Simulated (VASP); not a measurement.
Output of a VASP run:

### OSZICAR
```
...
   1 F= -.61227949E+01 E0= -.61226938E+01  d E =-.612279E+01
       N       E                     dE             d eps       ncg     rms          rms(c)
DAV:   1    -0.109119524446E+02   -0.20713E+01   -0.28365E+02  2576   0.271E+02    0.787E+01
DAV:   2    -0.582943805012E+01    0.50825E+01   -0.67656E+00  2472   0.430E+01    0.159E+01
DAV:   3    -0.463203070861E+01    0.11974E+01   -0.25087E+00  2888   0.246E+01    0.596E+00
DAV:   4    -0.457835808673E+01    0.53673E-01   -0.23623E-01  3352   0.593E+00    0.346E+00
DAV:   5    -0.458573448234E+01   -0.73764E-02   -0.19740E-02  3352   0.103E+00    0.107E-01
DAV:   6    -0.458614522543E+01   -0.41074E-03   -0.27970E-04  2752   0.171E-01    0.622E-02
DAV:   7    -0.458619002138E+01   -0.44796E-04   -0.37882E-05  3464   0.645E-02    0.183E-02
DAV:   8    -0.458619225745E+01   -0.22361E-05   -0.10145E-06  2584   0.128E-02    0.345E-03
DAV:   9    -0.458619248387E+01   -0.22642E-06   -0.14592E-08  1456   0.154E-03    0.215E-04
DAV:  10    -0.458619249803E+01   -0.14157E-07   -0.12506E-09  1248   0.478E-04
   2 F= -.27965513E+01 E0= -.27965467E+01  d E =0.332624E+01
       N       E                     dE             d eps       ncg     rms          rms(c)
DAV:   1    -0.134940963418E+02   -0.89079E+01   -0.19857E+02  2536   0.234E+02    0.212E+01
DAV:   2    -0.932777243400E+01    0.41663E+01   -0.10398E+01  2568   0.436E+01    0.227E+01
DAV:   3    -0.880917232030E+01    0.51860E+00   -0.15407E+00  2992   0.154E+01    0.111E+01
DAV:   4    -0.877889136471E+01    0.30281E-01   -0.70956E-02  3128   0.188E+00    0.328E+00
DAV:   5    -0.877930332972E+01   -0.41197E-03   -0.55941E-03  3056   0.680E-01    0.645E-01
DAV:   6    -0.877970255918E+01   -0.39923E-03   -0.20054E-04  3408   0.124E-01    0.221E-01
DAV:   7    -0.877975350769E+01   -0.50949E-04   -0.47328E-05  2984   0.488E-02    0.143E-02
DAV:   8    -0.877975424720E+01   -0.73950E-06   -0.62266E-07  2504   0.808E-03    0.319E-03
DAV:   9    -0.877975427546E+01   -0.28260E-07   -0.23783E-08  1616   0.125E-03
   3 F= -.62187374E+01 E0= -.62186291E+01  d E =-.959425E-01
       N       E                     dE             d eps       ncg     rms          rms(c)
DAV:   1    -0.876670744254E+01    0.13047E-01   -0.86777E-02  2480   0.493E+00    0.519E-01
DAV:   2    -0.876481246621E+01    0.18950E-02   -0.45228E-03  2600   0.952E-01    0.179E-01
DAV:   3    -0.876457442004E+01    0.23805E-03   -0.10527E-03  2832   0.421E-01    0.459E-02
DAV:   4    -0.876457839861E+01   -0.39786E-05   -0.23770E-05  3160   0.495E-02    0.236E-03
DAV:   5    -0.876457851377E+01   -0.11516E-06   -0.20456E-07  2872   0.448E-03    0.140E-03
DAV:   6    -0.876457865202E+01   -0.13825E-06   -0.60451E-08  1848   0.173E-03    0.192E-04
DAV:   7    -0.876457864969E+01    0.23271E-08   -0.24466E-09  1200   0.518E-04
   4 F= -.62209911E+01 E0= -.62208824E+01  d E =-.981962E-01
       N       E                     dE             d eps       ncg     rms          rms(c)
DAV:   1    -0.875440932154E+01    0.10169E-01   -0.38314E-02  2488   0.328E+00    0.349E-01
DAV:   2    -0.875357967677E+01    0.82964E-03   -0.19711E-03  2608   0.629E-01    0.121E-01
DAV:   3    -0.875347481974E+01    0.10486E-03   -0.46746E-04  2816   0.281E-01    0.305E-02
DAV:   4    -0.875347714030E+01   -0.23206E-05   -0.10453E-05  3128   0.334E-02    0.170E-03
DAV:   5    -0.875347719215E+01   -0.51852E-07   -0.97088E-08  2536   0.316E-03
   5 F= -.62214248E+01 E0= -.62213159E+01  d E =-.986299E-01
```

File OUTCAR:
```
------------------------ aborting loop because EDIFF is reached ----------------------------------------
  FORCE on cell =-STRESS in cart. coord.  units (eV):
  Direction    XX          YY          ZZ          XY          YZ          ZX
  --------------------------------------------------------------------------------------
  Total        2.5323482      2.5323482      2.5323482      0.0000000      0.0000000      0.0000000
  in kB      300.0350535    300.0350535    300.0350535      0.0000000      0.0000000      0.0000000
  external PRESSURE =       0.0350535 kB  Pullay stress =     300.0000000 kB
  volume of cell :       13.52
      direct lattice vectors                 reciprocal lattice vectors
     0.000000000  1.890938211  1.890938211    -0.264419005  0.264419005  0.264419005
     1.890938211  0.000000000  1.890938211     0.264419005 -0.264419005  0.264419005
     1.890938211  1.890938211  0.000000000     0.264419005  0.264419005 -0.264419005
 POSITION                                       TOTAL-FORCE (eV/Angst)
 -----------------------------------------------------------------------------------
      0.00000      0.00000      0.00000         0.000000      0.000000      0.000000
 -----------------------------------------------------------------------------------
    total drift:                               -0.000000     -0.000000     -0.000000
  FREE ENERGIE OF THE ION-ELECTRON SYSTEM (eV)
  ---------------------------------------------------
  free  energy   TOTEN  =        -8.7534771921 eV

  energy  without entropy=       -8.7531503151  energy(sigma->0) =       -8.75336823
  enthalpy is  TOTEN    =        -6.2214248361 eV   P V=        2.5320523560

 reached required accuracy - stopping structural energy minimisation
```
(Selected blocks of OUTCAR.)

### POSCAR
```
Ir
1
    0.0000000000     1.9361131713     1.9361131713
    1.9361131713     0.0000000000     1.9361131713
    1.9361131713     1.9361131713     0.0000000000
Ir
1
Direct
  0.0000000000   0.0000000000   0.0000000000
```

Problem. Write an INCAR and KPOINTS that could have produced this output.

Solution. One answer among several that fit: the input of the run itself, PBE GGA, plane waves, VASP's PBE PAW potentials (set 64).

### KPOINTS
```
Automatic mesh
0
Gamma
16 16 16
0 0 0
```

### INCAR
```
# general
SYSTEM =Ir
PREC   =Accurate
ENCUT  =480
LREAL  =F
LASPH  =T

# electronic loop
EDIFF  =1E-7
NELM   =100
ALGO   =Normal
LMAXMIX=6

# smearing
ISMEAR =1
SIGMA  =0.1

# functional
GGA    =PE

# ions
IBRION =2
NSW    =40
ISIF   =3
EDIFFG =-0.01
PSTRESS=300

# output
LWAVE  =F
LCHARG =F
```

POTCAR, in this order: Ir (PBE.64 set). Program: vasp_std.

Energy and stress use the plane-wave basis of the starting cell.

The compound is Ir in the fcc structure. This run relaxes it under an external pressure of 30 GPa. Symmetry was kept, so distortions that lower it aren't found.
